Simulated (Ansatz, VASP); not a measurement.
**One calculation of Sn2Ir, two programs**

```
Sn Ir
1.0
     0.00000    3.10431    3.10431
     3.10431    0.00000    3.10431
     3.10431    3.10431    0.00000
Sn Ir
2 1
Direct
  0.25000 0.25000 0.25000
  0.75000 0.75000 0.75000
  0.00000 0.00000 0.00000
```

Change from the starting cell: volume scaled by 0.94, crystal datasets.

Alike in both runs: task electric field gradients; functional LDA; k mesh 10 × 10 × 10; occupations fermi-dirac, width 0.03 eV; no spin polarisation.

```csv
,VASP,Ansatz
version,VASP 6.6.1,Ansatz 0.2.0
potentials or method,"VASP PAW LDA potentials, release 64 (Sn_d, Ir), cutoff 520 eV","all-electron PAW with datasets made for the crystal, scalar-relativistic"
```

|  | VASP | Ansatz | Ansatz less VASP |
| --- | --- | --- | --- |
| pressure (GPa) | 7.5 | 7.0 | -0.51 |
| Vzz of the field gradient on the site that differs most (V/Å²) | 0.0 | 0.0 | 0.00 |

Ansatz ran all-electron here, so the differences hold the error of VASP's frozen core and of both bases. Ansatz warned: «gradients_without_spin_orbit».

The runs have no spin-orbit coupling, so splittings on Ir are missing.
